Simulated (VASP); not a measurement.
A convergence study with VASP on TaC (rock salt): one setting is varied, all else stays as given below, so the limit is that of these other settings. Each run relaxes cell and ions from the cell shown.

```xyz
2
Lattice="0.0000 2.2300 2.2300 2.2300 0.0000 2.2300 2.2300 2.2300 0.0000" Properties=species:S:1:pos:R:3 pbc="T T T"
Ta     0.0000     0.0000     0.0000
C      2.2300     2.2300     2.2300
```

These are LDA (Ceperley-Alder, Perdew-Zunger), VASP's LDA PAW potentials (set 64) (plane waves; VASP) values and carry that method's errors. The tightest run used: 700 eV cut-off, 19×19×19 Γ-centred mesh, first-order Methfessel-Paxton smearing of 0.10 eV, potentials Ta_pv C.

### Question
The settings run are 2×2×2 mesh; 3×3×3 mesh; 4×4×4 mesh; 5×5×5 mesh; 6×6×6 mesh; 7×7×7 mesh; 8×8×8 mesh; 9×9×9 mesh; 10×10×10 mesh; 11×11×11 mesh; 12×12×12 mesh; 13×13×13 mesh; 14×14×14 mesh; 15×15×15 mesh; 16×16×16 mesh; 17×17×17 mesh; 18×18×18 mesh; 19×19×19 mesh. From which on does the relaxed volume stay within 0.1 Å³/atom of the tightest run?

### Answer
From 4×4×4 mesh on: it is off by 0.044 there and by no more than 0.1 in any finer run, while 3×3×3 mesh is off by 0.144.
```
setting        relaxed volume (Å³/atom)  E (eV/atom)  irreducible k-points  difference judged (Å³/atom)
-------------  ------------------------  -----------  --------------------  ---------------------------
2×2×2 mesh                       11.152     -11.3901                     3                        0.352
3×3×3 mesh                       10.945     -11.9020                     4                        0.144
4×4×4 mesh                       10.844     -12.0770                     8                        0.044
5×5×5 mesh                       10.798     -12.1599                    10                        0.003
6×6×6 mesh                       10.792     -12.1459                    16                        0.009
7×7×7 mesh                       10.799     -12.1488                    20                        0.001
8×8×8 mesh                       10.803     -12.1436                    29                        0.002
9×9×9 mesh                       10.809     -12.1388                    35                        0.008
10×10×10 mesh                    10.797     -12.1529                    47                        0.003
11×11×11 mesh                    10.801     -12.1466                    56                        0.000
12×12×12 mesh                    10.802     -12.1450                    72                        0.002
13×13×13 mesh                    10.800     -12.1495                    84                        0.000
14×14×14 mesh                    10.801     -12.1451                   104                        0.000
15×15×15 mesh                    10.802     -12.1442                   120                        0.002
16×16×16 mesh                    10.800     -12.1493                   145                        0.000
17×17×17 mesh                    10.801     -12.1453                   165                        0.001
18×18×18 mesh                    10.802     -12.1448                   195                        0.002
19×19×19 mesh                    10.800     -12.1480                   220                        0.000
```

VASP warned of too few bands at 3×3×3 mesh.

Left out are rungs that failed or repeat a setting and relaxations that didn't move; long series are thinned to 24 rows.

The compound is TaC in the rock salt structure. The electron count is odd and the run is not spin-polarised, which forces a metal.
